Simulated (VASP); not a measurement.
Computed with MS2 meta-GGA, VASP's PBE PAW potentials (set 64) (plane waves; VASP).

The input files of a VASP run:

**INCAR**
```
ALGO = Normal
EDIFF = 1E-6
EDIFFG = -0.01
ENCUT = 520
IBRION = 2
ISIF = 3
ISMEAR = 1
LASPH = .True.
LCHARG = .False.
LMAXMIX = 4
LMIXTAU = .True.
LREAL = .False.
LWAVE = .False.
METAGGA = MS2
NELM = 100
NSW = 60
PREC = Accurate
SIGMA = 0.1
SYSTEM = In
```

POSCAR:
```
In
1
   -1.6250000000     1.6250000000     2.4750000000
    1.6250000000    -1.6250000000     2.4750000000
    1.6250000000     1.6250000000    -2.4750000000
In
1
Direct
  0.0000000000   0.0000000000   0.0000000000
```

File KPOINTS:
```
Automatic mesh
0
Gamma
14 14 14
0 0 0
```

POTCAR, in this order: In_d (PBE.64 set). Program: vasp_std.

Q: What will the output report for the number of irreducible k-points (NKPTS), largest plane-wave count, number of space-group operations, FFT grid (NGX, NGY, NGZ)?

A: 
The number of irreducible k-points (NKPTS) comes out as 244 and the largest plane-wave count is 720. The number of space-group operations is 16. The FFT grid (NGX, NGY, NGZ) is 28 × 28 × 28.

The compound is In in the bct structure. This run relaxes it. Symmetry was kept, so distortions that lower it aren't found.
